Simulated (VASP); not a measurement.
Calculation: PBE GGA with D3 dispersion (zero damping), VASP's PBE PAW potentials (set 64) (plane waves; VASP).

VASP ran on this input.

**INCAR**
```
# general
SYSTEM  =  NaCl
PREC    =  Accurate
ENCUT   =  520
LREAL   =  F
LASPH   =  T

# electronic loop
EDIFF   =  1E-6
NELM    =  100
ALGO    =  Normal

# smearing
ISMEAR  =  0
SIGMA   =  0.05

# functional
GGA     =  PE
IVDW    =  11

# ions
IBRION  =  2
NSW     =  60
ISIF    =  3
EDIFFG  =  -0.01

# output
LWAVE   =  F
LCHARG  =  F
```

File KPOINTS:
```
Automatic mesh
0
Gamma
7 7 7
0 0 0
```

**POSCAR**
```
NaCl
1
    0.0000000000     2.8200000000     2.8200000000
    2.8200000000     0.0000000000     2.8200000000
    2.8200000000     2.8200000000     0.0000000000
Na Cl
1 1
Direct
  0.0000000000   0.0000000000   0.0000000000
  0.5000000000   0.5000000000   0.5000000000
```

POTCAR, in this order: Na_pv Cl (PBE.64 set). Program: vasp_std.

Output of the run:

### OSZICAR
```
       N       E                     dE             d eps       ncg     rms          rms(c)
DAV:   1     0.975236971650E+02    0.97524E+02   -0.73120E+03   440   0.128E+03
DAV:   2     0.176827653416E+01   -0.95755E+02   -0.89738E+02   498   0.285E+02
DAV:   3    -0.678229348588E+01   -0.85506E+01   -0.84981E+01   536   0.841E+01
DAV:   4    -0.696833957811E+01   -0.18605E+00   -0.18588E+00   497   0.135E+01
DAV:   5    -0.697273766630E+01   -0.43981E-02   -0.43977E-02   605   0.208E+00    0.215E+00
DAV:   6    -0.678058863805E+01    0.19215E+00   -0.38670E-01   508   0.418E+00    0.162E+00
DAV:   7    -0.676889980426E+01    0.11689E-01   -0.91273E-02   525   0.205E+00    0.108E+00
DAV:   8    -0.677458859580E+01   -0.56888E-02   -0.95571E-03   455   0.106E+00    0.241E-01
DAV:   9    -0.677453918705E+01    0.49409E-04   -0.18739E-04   542   0.136E-01    0.129E-01
DAV:  10    -0.677468666168E+01   -0.14747E-03   -0.30287E-04   467   0.161E-01    0.471E-02
DAV:  11    -0.677467966814E+01    0.69935E-05   -0.17773E-05   506   0.440E-02    0.819E-03
DAV:  12    -0.677468012721E+01   -0.45906E-06   -0.13597E-06   473   0.133E-02
   1 F= -.71822933E+01 E0= -.71822933E+01  d E =-.718229E+01
       N       E                     dE             d eps       ncg     rms          rms(c)
DAV:   1    -0.677581236689E+01   -0.11327E-02   -0.14145E-02   497   0.184E+00    0.163E-01
DAV:   2    -0.677530095766E+01    0.51141E-03   -0.86183E-04   497   0.319E-01    0.658E-02
DAV:   3    -0.677520720094E+01    0.93757E-04   -0.20972E-04   500   0.168E-01    0.317E-02
DAV:   4    -0.677519282830E+01    0.14373E-04   -0.57043E-06   524   0.305E-02    0.243E-03
DAV:   5    -0.677519259068E+01    0.23762E-06   -0.58187E-07   232   0.785E-03
   2 F= -.71823680E+01 E0= -.71823680E+01  d E =-.746744E-04
```

### OUTCAR
```
------------------------ aborting loop because EDIFF is reached ----------------------------------------
 Edisp (eV)   -0.40718
  FORCE on cell =-STRESS in cart. coord.  units (eV):
  Direction    XX          YY          ZZ          XY          YZ          ZX
  --------------------------------------------------------------------------------------
  Total       0.01461     0.01461     0.01461     0.00000     0.00000     0.00000
  in kB       0.52052     0.52052     0.52052     0.00000     0.00000     0.00000
  external pressure =        0.52 kB  Pullay stress =        0.00 kB
  volume of cell :       44.97
      direct lattice vectors                 reciprocal lattice vectors
    -0.000000000  2.822521214  2.822521214    -0.177146587  0.177146587  0.177146587
     2.822521214 -0.000000000  2.822521214     0.177146587 -0.177146587  0.177146587
     2.822521214  2.822521214  0.000000000     0.177146587  0.177146587 -0.177146587
  FREE ENERGIE OF THE ION-ELECTRON SYSTEM (eV)
  ---------------------------------------------------
  free  energy   TOTEN  =        -7.1823679686 eV

  energy  without entropy=       -7.1823679686  energy(sigma->0) =       -7.18236797

 reached required accuracy - stopping structural energy minimisation
```
(Selected blocks of OUTCAR.)

File CONTCAR:
```
NaCl
   1.00000000000000
    -0.0000000000000000    2.8225212137056412    2.8225212137056412
     2.8225212137056412   -0.0000000000000000    2.8225212137056412
     2.8225212137056412    2.8225212137056412    0.0000000000000000
  Na              Cl
     1     1
Direct
     0.0000000000000000    0.0000000000000000    1.0000000000000000
     0.5000000000000000    0.5000000000000000    0.5000000000000000
```

The compound is NaCl in the rock salt structure. This run relaxes it. Symmetry was kept, so distortions that lower it aren't found.
